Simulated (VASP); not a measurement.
The system is P.

```xyz
4
Lattice="1.6582 -5.2420 0.0000 1.6582 5.2420 0.0000 0.0000 0.0000 4.3793" Properties=species:S:1:pos:R:3 pbc="T T T"
P     1.6582   -4.1766    0.3533
P     1.6582   -1.0654    2.5430
P     1.6582    4.1766    4.0260
P     1.6582    1.0654    1.8363
```

| Item | Value |
| --- | --- |
| Program | VASP 6.6.1 |
| Task | relaxation of cell and atoms |
| Functional | PBE |
| Dispersion | D3(BJ) |
| Potentials or basis | VASP PAW PBE potentials, release 64 (P) |
| Cutoff | 520 eV |
| k mesh | 10 × 10 × 8 |
| Occupations | gaussian, width 0.02 eV |
| Spin | no spin polarisation |

At the start: pressure -2.1 GPa; volume 19.03 Å³/atom.

Q: Where does the relaxation end?

A: Over 79 steps the energy falls by 8.3 meV/atom and the volume is 17.65 Å³/atom (-7.3 %); space group Cmce (No. 64, to 0.05 Å).

Step by step:
```tsv
step	energy change (eV)	largest force (eV/Å)	pressure (GPa)	volume (Å³)
1	0.0000	0.0860	-2.09	76.13
3	0.2693	1.3601	11.95	65.72
5	-0.0002	0.4189	3.21	72.67
7	-0.0038	0.3638	1.69	73.23
9	-0.0149	0.1271	0.04	75.01
11	-0.0155	0.0840	-0.97	74.39
13	-0.0153	0.1062	-0.35	74.25
15	-0.0154	0.0800	-0.53	74.36
17	-0.0292	0.0682	-2.23	72.84
19	0.0357	0.5219	0.93	66.18
21	-0.0297	0.2765	3.67	69.73
23	-0.0229	0.2275	0.46	70.39
25	-0.0318	0.1004	0.08	70.62
27	-0.0265	0.2289	-0.38	70.90
29	-0.0328	0.0628	-0.24	70.70
31	-0.0322	0.0644	-0.15	70.70
33	-0.0329	0.0234	-0.09	70.62
35	-0.0330	0.0411	0.19	70.49
37	-0.0327	0.0502	0.22	70.50
39	-0.0328	0.0450	0.24	70.49
41	-0.0332	0.0069	0.16	70.65
43	-0.0330	0.0286	-0.28	70.75
45	-0.0331	0.0104	-0.11	70.67
47	-0.0331	0.0089	-0.06	70.66
49	-0.0332	0.0064	-0.05	70.57
51	-0.0331	0.0055	0.08	70.55
53	-0.0332	0.0059	0.04	70.57
55	-0.0332	0.0060	0.03	70.57
57	-0.0332	0.0060	0.03	70.57
59	-0.0332	0.0060	0.03	70.57
61	-0.0332	0.0060	0.03	70.57
63	-0.0332	0.0060	0.03	70.57
65	-0.0332	0.0060	0.03	70.57
67	-0.0332	0.0060	0.03	70.57
69	-0.0332	0.0017	0.03	70.62
71	-0.0332	0.0036	-0.07	70.64
73	-0.0332	0.0027	-0.02	70.62
75	-0.0332	0.0059	0.01	70.60
77	-0.0332	0.0037	0.01	70.60
79	-0.0332	0.0008	0.00	70.61
```

Final structure:
```
P
1.0
     1.65818   -5.09779    0.00000
     1.65818    5.09779    0.00000
     0.00000    0.00000    4.17663
P
4
Direct
  0.89395 0.10605 0.07280
  0.60605 0.39395 0.57280
  0.10605 0.89395 0.92720
  0.39395 0.60605 0.42720
```

Caveat: pairwise dispersion overbinds metals, which lowers pressure and volume.
